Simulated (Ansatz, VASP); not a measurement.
# Cross-check of ZnInGaO4 (amorphous InGaZnO4 at 5.31 g/cm^3) between VASP and Ansatz, part 2 of 3

Wanted: the spread between two codes on one cell, functional and k mesh. Of the first pair: The cell is taken from a series of runs on this material, whose earlier steps may have relaxed, scaled, displaced or heated it; both programs get it as it stands.

VASP 6.6.1 and Ansatz 0.2.0.

So far. Step 2 (VASP: single point, PBE, pair 1): The run ends at a pressure of 1.07 GPa, with forces up to 0.100 eV/Å.

### Step 4. Side by side

Known differences besides the potentials themselves: the cutoff is 420 eV in Ansatz and 600 eV in VASP (PREC = Accurate, projectors in real space). Total energies have different zeros and are not compared.

Both answers:

```csv
quantity,Ansatz,VASP,difference
pressure (GPa),0.69,1.07,-0.37
gap on the k mesh (eV),0.596,0.570,+0.026
```

Forces on 7 of the 84 atoms, those with the largest forces and the largest differences (eV/Å; atoms numbered as in POSCAR):

```csv
atom,"Ansatz x, y, z","VASP x, y, z"
O38,"0.001, 0.002, 0.004","0.072, 0.006, -0.007"
O39,"-0.016, 0.007, 0.011","0.015, 0.055, 0.029"
O41,"0.004, -0.012, 0.000","0.095, -0.027, 0.010"
O50,"0.010, 0.009, -0.015","-0.021, 0.049, -0.049"
O58,"0.000, -0.008, 0.000","0.010, -0.055, -0.027"
O60,"-0.017, -0.005, 0.012","-0.011, 0.029, -0.074"
O82,"0.003, -0.006, -0.003","0.034, -0.024, -0.053"
```

The forces differ by 21 meV/Å r.m.s., where the r.m.s. force is 0.007 eV/Å in Ansatz and 0.022 eV/Å in VASP: the atoms lie near their places of rest in Ansatz, so a percentage would say little (all taken over all components). A gap on the mesh is an upper bound, since the band edges may lie between its points.

### Step 5. Ansatz: relaxation, PBE

The two programs are compared at the cell with which this relaxation starts, whose forces are those of its first step.

The structure compared here is the start of the Ansatz relaxation; VASP solves that cell, so the two are compared at the walk's first step.

The input, input.yaml:

```yaml
crystal:
  lattice:
    - [10.56129, 0.0, 0.0]
    - [0.0, 10.56129, 0.0]
    - [0.0, 0.0, 10.56129]
  atoms:
    - { symbol: In, position: [0.0747, 0.37779, 0.82319] }
    - { symbol: In, position: [0.56362, 0.27576, 0.0721] }
    - { symbol: In, position: [0.85819, 0.3862, 0.21562] }
    - { symbol: In, position: [0.02863, 0.9041, 0.17748] }
    - { symbol: In, position: [0.17034, 0.99599, 0.85074] }
    - { symbol: In, position: [0.11147, 0.55277, 0.24347] }
    - { symbol: In, position: [0.4993, 0.09786, 0.8411] }
    - { symbol: In, position: [0.02991, 0.82518, 0.56096] }
    - { symbol: In, position: [0.84316, 0.63621, 0.75686] }
    - { symbol: In, position: [0.21687, 0.14144, 0.57652] }
    - { symbol: In, position: [0.77543, 0.93477, 0.96176] }
    - { symbol: In, position: [0.52642, 0.08594, 0.46229] }
    - { symbol: Ga, position: [0.27677, 0.77467, 0.06018] }
    - { symbol: Ga, position: [0.92838, 0.63247, 0.01942] }
    - { symbol: Ga, position: [0.75888, 0.27212, 0.82683] }
    - { symbol: Ga, position: [0.28721, 0.87463, 0.36044] }
    - { symbol: Ga, position: [0.80303, 0.59199, 0.45057] }
    - { symbol: Ga, position: [0.69408, 0.84256, 0.60418] }
    - { symbol: Ga, position: [0.00687, 0.1653, 0.99475] }
    - { symbol: Ga, position: [0.5915, 0.41135, 0.49653] }
    - { symbol: Ga, position: [0.87243, 0.29425, 0.54041] }
    - { symbol: Ga, position: [0.52378, 0.7524, 0.8725] }
    - { symbol: Ga, position: [0.38577, 0.51591, 0.01922] }
    - { symbol: Ga, position: [0.36355, 0.38421, 0.73026] }
    - { symbol: Zn, position: [0.19912, 0.64473, 0.79981] }
    - { symbol: Zn, position: [0.70953, 0.84175, 0.2771] }
    - { symbol: Zn, position: [0.59724, 0.48957, 0.79062] }
    - { symbol: Zn, position: [0.07877, 0.22557, 0.28578] }
    - { symbol: Zn, position: [0.90592, 0.05623, 0.71737] }
    - { symbol: Zn, position: [0.7712, 0.10857, 0.26427] }
    - { symbol: Zn, position: [0.51586, 0.6762, 0.35247] }
    - { symbol: Zn, position: [0.63328, 0.57896, 0.11424] }
    - { symbol: Zn, position: [0.37528, 0.88158, 0.62331] }
    - { symbol: Zn, position: [0.50092, 0.96297, 0.13453] }
    - { symbol: Zn, position: [0.28407, 0.62659, 0.54337] }
    - { symbol: Zn, position: [0.14176, 0.40921, 0.50794] }
    - { symbol: O, position: [0.95432, 0.01853, 0.89995] }
    - { symbol: O, position: [0.19479, 0.24977, 0.419] }
    - { symbol: O, position: [0.38937, 0.75765, 0.455] }
    - { symbol: O, position: [0.22613, 0.48916, 0.67215] }
    - { symbol: O, position: [0.77501, 0.45631, 0.79366] }
    - { symbol: O, position: [0.92195, 0.52779, 0.34057] }
    - { symbol: O, position: [0.91293, 0.294, 0.92151] }
    - { symbol: O, position: [0.56217, 0.26493, 0.41608] }
    - { symbol: O, position: [0.35765, 0.96715, 0.78735] }
    - { symbol: O, position: [0.20594, 0.76493, 0.64959] }
    - { symbol: O, position: [0.63522, 0.72368, 0.72778] }
    - { symbol: O, position: [0.49367, 0.44338, 0.14013] }
    - { symbol: O, position: [0.14507, 0.8758, 0.00804] }
    - { symbol: O, position: [0.79716, 0.19438, 0.66377] }
    - { symbol: O, position: [0.33595, 0.00853, 0.471] }
    - { symbol: O, position: [0.2729, 0.60944, 0.12039] }
    - { symbol: O, position: [0.30385, 0.42797, 0.89354] }
    - { symbol: O, position: [0.76587, 0.43348, 0.53953] }
    - { symbol: O, position: [0.80438, 0.52598, 0.08245] }
    - { symbol: O, position: [0.34283, 0.72722, 0.89861] }
    - { symbol: O, position: [0.45325, 0.11889, 0.04123] }
    - { symbol: O, position: [0.62848, 0.53944, 0.38023] }
    - { symbol: O, position: [0.0324, 0.57495, 0.87269] }
    - { symbol: O, position: [0.21769, 0.53485, 0.40306] }
    - { symbol: O, position: [0.08941, 0.0121, 0.65659] }
    - { symbol: O, position: [0.83692, 0.7478, 0.92257] }
    - { symbol: O, position: [0.8867, 0.22615, 0.37256] }
    - { symbol: O, position: [0.34037, 0.87798, 0.19348] }
    - { symbol: O, position: [0.15073, 0.19578, 0.89011] }
    - { symbol: O, position: [0.92953, 0.64699, 0.57935] }
    - { symbol: O, position: [0.56365, 0.95953, 0.60982] }
    - { symbol: O, position: [0.01761, 0.70316, 0.15112] }
    - { symbol: O, position: [0.57394, 0.89034, 0.96439] }
    - { symbol: O, position: [0.37, 0.21493, 0.68652] }
    - { symbol: O, position: [0.60854, 0.00924, 0.29393] }
    - { symbol: O, position: [0.72845, 0.76465, 0.44646] }
    - { symbol: O, position: [0.03877, 0.10376, 0.15544] }
    - { symbol: O, position: [0.8273, 0.93742, 0.16664] }
    - { symbol: O, position: [0.8569, 0.88947, 0.65222] }
    - { symbol: O, position: [0.4922, 0.46962, 0.63582] }
    - { symbol: O, position: [0.10931, 0.86461, 0.36914] }
    - { symbol: O, position: [0.74426, 0.24271, 0.14106] }
    - { symbol: O, position: [0.54219, 0.58875, 0.94022] }
    - { symbol: O, position: [0.58293, 0.73758, 0.19306] }
    - { symbol: O, position: [0.02855, 0.32355, 0.62565] }
    - { symbol: O, position: [0.05527, 0.37478, 0.16731] }
    - { symbol: O, position: [0.57631, 0.30524, 0.86414] }
    - { symbol: O, position: [0.7002, 0.09719, 0.87449] }
kpoints:
  mp_grid: { grid: [1, 1, 1] }
hamiltonian:
  xc: pbe
scf:
  occupations: { method: fermi_dirac, width: 0.025 }
output:
  forces: true
relax:
  f_tol: 0.04
  max_steps: 250
```

Command:

```sh
ansatz run input.yaml --threads 4 --pin off --max-ram 8192MiB --backend cpu --events-out ev --progress --plain --runs-dir out
```

Numbers of over 12 decimals in the logs are rounded to 6 here.

Output:

```text
[...]
Crystal: 84 atoms, lattice volume = 1178.015 Å³
Basis set: ecut = 420 eV, 22983 PW (Γ), exchange–correlation on 144×144×144 points (8 copies of the dense FFT grid, shifted against one another)
Bands: 456, of which v1, the nominal top of the filled ones, is band 372 counted from 1 (371 counted from 0)
Symmetry: 1 space group operations
[...]
k-points: 1
[...]
- { symbol: O, position: [0.183465, 0.271371, 0.412178] }
    - { symbol: O, position: [0.395261, 0.771218, 0.453871] }
    - { symbol: O, position: [0.250385, 0.512608, 0.650190] }
    - { symbol: O, position: [0.780374, 0.448393, 0.815894] }
    - { symbol: O, position: [0.916765, 0.524859, 0.320187] }
    - { symbol: O, position: [0.906538, 0.287967, 0.954229] }
    - { symbol: O, position: [0.598502, 0.262516, 0.445648] }
[...]
- { symbol: O, position: [0.051223, 0.330146, 0.645287] }
    - { symbol: O, position: [0.054584, 0.367814, 0.156327] }
    - { symbol: O, position: [0.586780, 0.280104, 0.887785] }
    - { symbol: O, position: [0.718042, 0.073386, 0.863789] }
```

### Step 6. VASP: single point, PBE, start cell, pair 2

The same cell, functional, mesh and smearing now go to VASP, with its own data sets.

The input, INCAR:

```
SYSTEM = ZnInGaO4
PREC = Accurate
ENCUT = 520
EDIFF = 1E-06
NELM = 120
ISMEAR = -1
SIGMA = 0.025
LREAL = Auto
ALGO = Normal
GGA = PE
NBANDS = 432
LORBIT = 11
LWAVE = .FALSE.
LCHARG = .FALSE.
ISIF = 2
LASPH = .TRUE.
GGA_COMPAT = .FALSE.
EFERMI = MIDGAP
NCORE = 2
```

The input, POSCAR:

```
ZnInGaO4
1.0
   10.5612900000      0.0000000000      0.0000000000
    0.0000000000     10.5612900000      0.0000000000
    0.0000000000      0.0000000000     10.5612900000
In Ga Zn O
12 12 12 48
Direct
    0.0746973144      0.3777947580      0.8231854253
    0.5636243300      0.2757617677      0.0721029344
    0.8581906188      0.3862028218      0.2156175997
    0.0286328659      0.9041035707      0.1774783194
    0.1703390400      0.9959862858      0.8507388775
    0.1114731250      0.5527733828      0.2434740453
    0.4993045357      0.0978573640      0.8410999035
    0.0299111188      0.8251832873      0.5609636702
    0.8431640453      0.6362101599      0.7568583005
    0.2168674471      0.1414410550      0.5765204819
    0.7754261080      0.9347721727      0.9617575126
    0.5264224351      0.0859364718      0.4622920117
    0.2767654330      0.7746686248      0.0601820422
    0.9283809080      0.6324700865      0.0194199762
    0.7588845681      0.2721163797      0.8268308133
    0.2872092330      0.8746280047      0.3604389237
    0.8030269030      0.5919920767      0.4505699588
    0.6940818783      0.8425580587      0.6041780881
    0.0068741603      0.1653017766      0.9947459070
    0.5914997126      0.4113512649      0.4965302534
    0.8724313034      0.2942538269      0.5404074692
    0.5237807124      0.7523986180      0.8724975832
    0.3857672690      0.5159123554      0.0192211368
    0.3635540734      0.3842144284      0.7302611707
    0.1991234025      0.6447318462      0.7998075993
    0.7095345360      0.8417532328      0.2770968319
    0.5972376481      0.4895708763      0.7906231152
    0.0787687868      0.2255690356      0.2857794834
    0.9059215304      0.0562336609      0.7173744874
    0.7712031390      0.1085662831      0.2642669598
    0.5158555442      0.6761958056      0.3524664127
    0.6332843810      0.5789633653      0.1142379387
    0.3752761263      0.8815779133      0.6233140080
    0.5009236561      0.9629694857      0.1345290206
    0.2840656776      0.6265901230      0.5433711223
    0.1417629854      0.4092113747      0.5079398445
    0.9543152399      0.0185299334      0.8999468815
    0.1947868111      0.2497706246      0.4190018454
    0.3893653143      0.7576536578      0.4550012356
    0.2261276795      0.4891637291      0.6721527389
    0.7750094922      0.4563078942      0.7936625166
    0.9219517691      0.5277859049      0.3405739261
    0.9129282502      0.2939981764      0.9215067478
    0.5621661748      0.2649297576      0.4160760665
    0.3576457043      0.9671545805      0.7873470002
    0.2059407516      0.7649254968      0.6495892074
    0.6352159632      0.7236805352      0.7277804132
    0.4936707542      0.4433833367      0.1401343965
    0.1450675060      0.8758021037      0.0080387907
    0.7971564080      0.1943796638      0.6637730808
    0.3359532784      0.0085311548      0.4710030688
    0.2729022686      0.6094425965      0.1203924899
    0.3038454583      0.4279685531      0.8935366797
    0.7658723508      0.4334792435      0.5395268949
    0.8043809042      0.5259774137      0.0824520489
    0.3428274387      0.7272217693      0.8986118173
    0.4532495557      0.1188869920      0.0412260245
    0.6284838310      0.5394416781      0.3802281729
    0.0324013449      0.5749487042      0.8726869540
    0.2176912101      0.5348494360      0.4030568236
    0.0894114261      0.0121007945      0.6565864587
    0.8369242772      0.7477969074      0.9225672243
    0.8867003936      0.2261466166      0.3725586552
    0.3403656182      0.8779798680      0.1934801525
    0.1507296931      0.1957810078      0.8901090681
    0.9295266014      0.6469853588      0.5793515754
    0.5636527356      0.9595324056      0.6098213381
    0.0176114850      0.7031622084      0.1511179032
    0.5739355704      0.8903363131      0.9643897668
    0.3700021494      0.2149263963      0.6865165146
    0.6085430852      0.0092412953      0.2939318966
    0.7284526795      0.7646509091      0.4464606123
    0.0387736725      0.1037562646      0.1554355576
    0.8273042403      0.9374233640      0.1666368408
    0.8569028973      0.8894746759      0.6522214616
    0.4922031305      0.4696206619      0.6358219498
    0.1093142978      0.8646102891      0.3691405122
    0.7442556733      0.2427070935      0.1410623134
    0.5421875547      0.5887538359      0.9402165834
    0.5829306837      0.7375803524      0.1930635367
    0.0285476490      0.3235494906      0.6256527375
    0.0552678697      0.3747837622      0.1673091071
    0.5763121740      0.3052373337      0.8641368621
    0.7001985553      0.0971945662      0.8744859766
```

The input, KPOINTS:

```
Automatic mesh
0
Gamma
1 1 1
0 0 0
```

Potentials, in the order of the species: In_d, Ga_d, Zn and O (PBE family, release 64).

Command:

```sh
mpirun -np 8 vasp_gam
```

Output:

```text
[... set-up lines as in an earlier step ...]
 entering main loop
       N       E                     dE             d eps       ncg     rms          rms(c)
DAV:   1     0.179692798777E+05    0.17969E+05   -0.30774E+05   864   0.300E+03
DAV:   2     0.470011901927E+04   -0.13269E+05   -0.12600E+05   864   0.919E+02
DAV:   3     0.382201710885E+03   -0.43179E+04   -0.40953E+04  1008   0.388E+02
DAV:   4    -0.431436167613E+03   -0.81364E+03   -0.78423E+03  1024   0.172E+02
[...]
DAV:  20    -0.436953868401E+03    0.30467E-05   -0.92475E-05  1472   0.459E-02    0.258E-02
DAV:  21    -0.436953869573E+03   -0.11716E-05   -0.29352E-05  1200   0.189E-02    0.239E-02
DAV:  22    -0.436953869178E+03    0.39414E-06   -0.47380E-06   824   0.214E-02
   1 F= -.43695387E+03 E0= -.43695254E+03  d E =-.266117E-02
```

Parts of OUTCAR (step 6):

```text
  FREE ENERGIE OF THE ION-ELECTRON SYSTEM (eV)
  ---------------------------------------------------
  free  energy   TOTEN  =      -436.9538691785 eV

  energy  without entropy=     -436.9512080117  energy(sigma->0) =     -436.95253860

[... 1 part as in an earlier step ...]

[... 1 further part left out ...]
[key lines of the parts left out:]
E-fermi :   2.8441
```

The run ends at a pressure of -0.28 GPa, with forces up to 0.35 eV/Å.

### Step 7. Side by side

What differs besides the data sets and the points named for the pairs above, as far as they apply: the cutoff is 420 eV in Ansatz and 520 eV in VASP (PREC = Accurate, projectors in real space). Total energies have different zeros and are not compared.

Forces on 10 of the 84 atoms, those with the largest forces and the largest differences (eV/Å; atoms numbered as in POSCAR):

```csv
atom,"Ansatz x, y, z","VASP x, y, z"
In6,"0.025, -0.273, 0.051","0.030, -0.259, 0.043"
Ga17,"-0.220, -0.178, -0.006","-0.206, -0.167, -0.019"
Ga18,"-0.178, -0.111, -0.141","-0.171, -0.096, -0.139"
Ga20,"0.193, 0.232, 0.042","0.170, 0.194, 0.023"
Zn32,"0.046, 0.229, 0.129","0.038, 0.214, 0.134"
O41,"-0.117, 0.185, 0.035","-0.036, 0.158, 0.035"
O44,"-0.115, -0.375, -0.035","-0.108, -0.330, -0.047"
O60,"-0.178, 0.040, 0.067","-0.148, 0.066, -0.020"
O80,"-0.031, 0.062, 0.092","-0.077, 0.110, 0.011"
O81,"0.213, -0.087, 0.052","0.199, -0.119, 0.098"
```

The forces differ by 23 meV/Å r.m.s., which is 24.9 % of the r.m.s. force of 0.092 eV/Å (both taken over all components). VASP's last cycles still show a density residual of 2e-03, so its state may not be settled.

### Step 8. Ansatz: relaxation, PBE

This run makes the geometry at which the two programs are then compared.

The structure compared here is the end of the Ansatz relaxation.

input.yaml is that of step 5.

Command:

```sh
ansatz run input.yaml --threads 4 --pin off --max-ram 8192MiB --backend cpu --events-out ev --progress --plain --runs-dir out
```

Output:

```text
[...]
Crystal: 84 atoms, lattice volume = 1178.015 Å³
Basis set: ecut = 420 eV, 22983 PW (Γ), exchange–correlation on 144×144×144 points (8 copies of the dense FFT grid, shifted against one another)
Bands: 456, of which v1, the nominal top of the filled ones, is band 372 counted from 1 (371 counted from 0)
Symmetry: 1 space group operations
[...]
k-points: 1
[...]
- { symbol: O, position: [0.183465, 0.271371, 0.412178] }
    - { symbol: O, position: [0.395261, 0.771218, 0.453871] }
    - { symbol: O, position: [0.250385, 0.512608, 0.650190] }
    - { symbol: O, position: [0.780374, 0.448393, 0.815894] }
    - { symbol: O, position: [0.916765, 0.524859, 0.320187] }
    - { symbol: O, position: [0.906538, 0.287967, 0.954229] }
    - { symbol: O, position: [0.598502, 0.262516, 0.445648] }
[...]
- { symbol: O, position: [0.051223, 0.330146, 0.645287] }
    - { symbol: O, position: [0.054584, 0.367814, 0.156327] }
    - { symbol: O, position: [0.586780, 0.280104, 0.887785] }
    - { symbol: O, position: [0.718042, 0.073386, 0.863789] }
```

(Continued in part 3 of 3.)

[Lines on the potential files, build, host, timing and source positions are cut from VASP's logs without a mark.]

[Logs are printed without paths, hosts, clocks, repeated set-up lines and the standing remarks that a program may print on its own settings, such as how far it seeks lower states.]

[Hosts, paths, dates, database ids (printed as entryN), source tags and the programs' standing remarks are cut or masked in the printed files.]
